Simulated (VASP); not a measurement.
```yaml
crystal:
  lattice:
    - [4.61185, 0.00000, 0.00000]
    - [0.00000, 4.61185, 0.00000]
    - [0.00000, 0.00000, 2.95938]
  atoms:
    - { symbol: Ti, position: [0.00000, 0.00000, 0.00000] }
    - { symbol: Ti, position: [0.50000, 0.50000, 0.50000] }
    - { symbol: O, position: [0.30404, 0.30404, 0.00000] }
    - { symbol: O, position: [0.80404, 0.19596, 0.50000] }
    - { symbol: O, position: [0.19596, 0.80404, 0.50000] }
    - { symbol: O, position: [0.69596, 0.69596, 0.00000] }
```

Method: optB86b-vdW, VASP's PBE PAW potentials (set 64) (plane waves; VASP). Run with 520 eV cut-off, 6×6×8 Γ-centred mesh, tetrahedra with Blöchl corrections, potentials Ti_sv O.

Question: What does the run give for the energy per atom (σ→0), band gap (on the k-mesh) with the smallest direct gap where there is one?

Answer: 
```yaml
band gap (on the k-mesh): 1.81 eV
smallest direct gap (on the k-mesh): 1.81 eV
energy per atom (σ→0): -7.050 eV/atom
```

Only differences to runs with the same potentials and settings are physical.

The compound is TiO2 in the rutile structure. It was relaxed first.
